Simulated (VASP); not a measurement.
A cell of Mo (bcc) near equilibrium:

```
Mo
1.0
   -1.56505     1.56505     1.56505
    1.56505    -1.56505     1.56505
    1.56505     1.56505    -1.56505
Mo
1
Direct
  0.00000   0.00000   0.00000
```

Computed with PBEsol GGA, VASP's PBE PAW potentials (set 64) (plane waves; VASP).

```csv
run,ΔE (meV/atom),σxx,σyy,σzz,"largest shear component, with its sign (GPa)",largest force (eV/Å)
as it is,0.0,0.25,0.25,0.25,0.00,0.000
after one change,123.3,31.26,31.26,31.26,0.00,0.000
```
Stress is in GPa, positive when the cell is compressed.

Q: Which change was made?
(A) uniaxial strain of -1.5 % along x
(B) biaxial strain of -3.0 % in the yz plane
(C) isotropic strain of -3.0 %
(D) biaxial strain of +4.0 % in the yz plane

A: C, isotropic strain of -3.0 %

The compound is Mo in the bcc structure.
